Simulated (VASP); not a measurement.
Here is the system:

```
Be
1.0
    1.08189    -1.87389     0.00000
    1.08189     1.87389     0.00000
    0.00000     0.00000     3.42829
Be
2
Direct
  0.33333   0.66667   0.25000
  0.66667   0.33333   0.75000
```

The numbers are results of PBE GGA, VASP's PBE PAW potentials (set 64) (plane waves; VASP 6.6.1), not measurements. Run with 500 eV cut-off, 19×19×11 Γ-centred mesh, first-order Methfessel-Paxton smearing of 0.10 eV, potentials Be.

Task: What does the run give for the energy per atom (σ→0), pressure, band gap (on the k-mesh) with the smallest direct gap where there is one?

Result: 
```
Quantity                                                     Value
------------------------  ----------------------------------------
band gap (on the k-mesh)  none (metal, semimetal or under 0.01 eV)
energy per atom (σ→0)                               -3.715 eV/atom
pressure                                                 19.81 GPa
```

Total energies compare only between runs with the same potentials, cut-off and functional.

The compound is Be in the hcp structure. It was relaxed first under an external pressure of 20 GPa.
